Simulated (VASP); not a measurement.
Output of a VASP run:

OSZICAR:
```
       N       E                     dE             d eps       ncg     rms          rms(c)
DAV:   1     0.680813191834E+02    0.68081E+02   -0.57191E+03   728   0.901E+02
DAV:   2    -0.594663466936E+01   -0.74028E+02   -0.71728E+02   996   0.145E+02
DAV:   3    -0.105207250369E+02   -0.45741E+01   -0.45451E+01   873   0.414E+01
DAV:   4    -0.106013880943E+02   -0.80663E-01   -0.80636E-01   942   0.669E+00
DAV:   5    -0.106022935865E+02   -0.90549E-03   -0.90548E-03   871   0.623E-01    0.134E+01
DAV:   6    -0.105833775763E+02    0.18916E-01   -0.13670E-02   773   0.782E-01    0.838E+00
DAV:   7    -0.105769895444E+02    0.63880E-02   -0.28409E-02   773   0.113E+00    0.253E-01
DAV:   8    -0.105765448849E+02    0.44466E-03   -0.48150E-03   733   0.448E-01    0.120E-01
DAV:   9    -0.105765614567E+02   -0.16572E-04   -0.12854E-04   907   0.896E-02    0.750E-02
DAV:  10    -0.105765615819E+02   -0.12513E-06   -0.13341E-05   793   0.265E-02    0.102E-02
DAV:  11    -0.105765599133E+02    0.16685E-05   -0.43706E-06   803   0.135E-02    0.411E-03
DAV:  12    -0.105765599536E+02   -0.40317E-07   -0.45209E-07   783   0.446E-03
   1 F= -.10576560E+02 E0= -.10576560E+02  d E =0.000000E+00
```

OUTCAR:
```
------------------------ aborting loop because EDIFF is reached ----------------------------------------
  FORCE on cell =-STRESS in cart. coord.  units (eV):
  Direction    XX          YY          ZZ          XY          YZ          ZX
  --------------------------------------------------------------------------------------
  Total       -0.0115399     -0.0115399     -0.0505508      0.0000000      0.0000000      0.0000000
  in kB       -0.1909669     -0.1909668     -0.8365373      0.0000000      0.0000000      0.0000000
  external PRESSURE =      -0.4061570 kB  Pullay stress =       0.0000000 kB
  volume of cell :       96.82
      direct lattice vectors                 reciprocal lattice vectors
     2.164313265 -3.748700264  0.000000000     0.231020161 -0.133379562  0.000000000
     2.164313265  3.748700264  0.000000000     0.231020161  0.133379562  0.000000000
     0.000000000  0.000000000  5.966542399     0.000000000  0.000000000  0.167601256
 POSITION                                       TOTAL-FORCE (eV/Angst)
 -----------------------------------------------------------------------------------
      0.60797      1.05304      3.97770         0.013639      0.023623     -0.000000
      3.11268      0.00000      0.00000        -0.027278     -0.000000     -0.000000
      0.60797     -1.05304      1.98885         0.013639     -0.023623      0.000000
 -----------------------------------------------------------------------------------
    total drift:                               -0.000190     -0.000395      0.000016
  FREE ENERGIE OF THE ION-ELECTRON SYSTEM (eV)
  ---------------------------------------------------
  free  energy   TOTEN  =       -10.5765599536 eV

  energy  without entropy=      -10.5765599536  energy(sigma->0) =      -10.57655995

 total charge

# of ion       s       p       d       tot
------------------------------------------
    1        1.438   1.801   0.046   3.285
    2        1.438   1.801   0.046   3.285
    3        1.438   1.801   0.046   3.285
--------------------------------------------------
tot          4.314   5.403   0.139   9.855
```
(Selected blocks of OUTCAR.)

### POSCAR
```
Te
1
    2.1643132652    -3.7487002640    -0.0000000000
    2.1643132652     3.7487002640     0.0000000000
    0.0000000000    -0.0000000000     5.9665423988
Te
3
Direct
  1.0000000000   0.2809070104   0.6666670000
  0.7190929896   0.7190929896   1.0000000000
  0.2809070104   1.0000000000   0.3333330000
```

Task: Write an INCAR and KPOINTS that could have produced this output.

Result: One answer among several that fit: the input of the run itself, PBEsol GGA, plane waves, VASP's PBE PAW potentials (set 64).

**INCAR**
```
# general
SYSTEM  = Te
PREC    = Accurate
ENCUT   = 400   # plane-wave cut-off (eV)
LREAL   = .False.   # projection in real space or not
LASPH   = .True.   # aspherical one-centre terms

# electronic loop
EDIFF   = 1E-7
NELM    = 100   # most electronic steps
ALGO    = Normal   # blocked Davidson
LMAXMIX = 4

# smearing
ISMEAR  = -5   # tetrahedra, Bloechl

# functional
GGA     = PS

# ions
ISIF    = 2

# output
LWAVE   = .False.
LCHARG  = .True.
LORBIT  = 11   # lm-projected
NEDOS   = 601   # DOS grid
```

File KPOINTS:
```
Automatic mesh
0
Gamma
7 7 4
0 0 0
```

POTCAR, in this order: Te (PBE.64 set). Program: vasp_std.

The compound is Te in the trig structure. It was relaxed first, which changed the volume by -5 %.
